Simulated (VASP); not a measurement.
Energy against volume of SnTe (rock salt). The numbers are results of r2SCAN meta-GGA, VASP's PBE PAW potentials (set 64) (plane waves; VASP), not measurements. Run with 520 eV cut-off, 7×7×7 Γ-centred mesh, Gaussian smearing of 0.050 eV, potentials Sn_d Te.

```
V (Å³/atom)  E (eV/atom)
-----------  -----------
30.360         -25.32649
31.329         -25.34040
32.298         -25.34489
33.267         -25.34135
```

Fit these four points and predict the energy of the run at 34.235 Å³/atom.

A cubic in V^(−2/3), the third-order Birch-Murnaghan form, passes through the four points with V0 = 32.33 Å³/atom and B0 = 44 GPa, and gives -25.3310 eV/atom there. The run gave -25.3310 eV/atom, -0.0 meV/atom from the fit; all five points give B0 = 44 GPa.

The compound is SnTe in the rock salt structure, which distorts at low temperature. It was relaxed first.
